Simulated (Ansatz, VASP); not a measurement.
**LaZrN2 in VASP and in Ansatz**

```
La Zr N
1.0
     3.64063    0.00000    0.00000
     0.00000    3.64063    0.00000
     0.00000    0.00000    5.57216
La Zr N
1 1 2
Direct
  0.50000 0.50000 0.50000
  0.00000 0.00000 0.00000
  0.00000 0.50000 0.20363
  0.50000 0.00000 0.79637
```

The cell was built by a generator and needn't be a form met in nature.

Alike in both runs: task single point; functional PBE; k mesh 12 × 12 × 8; occupations gaussian, width 0.1 eV; no spin polarisation.

```csv
,VASP,Ansatz
version,VASP 6.6.1,Ansatz 0.2.0
potentials or method,"VASP PAW PBE potentials, release 64 (La, Zr_sv, N)","scalar-relativistic, plane waves, PAW"
plane-wave cutoff (eV),520,420
valence electrons in the cell,33,33
```

```tsv
	VASP	Ansatz	Ansatz less VASP
gap on the k mesh at the Fermi level (eV)	none	none	-
pressure (GPa)	0.0	0.0	+0.04
largest component of the traceless stress (GPa)	0.08	0.01	-0.065
rms of the force components (eV/Å)	0.013	0.000	-0.0131
```

Atom by atom the forces differ by 0.013 eV/Å (rms over components). A gap of «none» marks a metal or a gap that the smearing closes.

Spin-orbit coupling is left out, which matters for the levels of La.
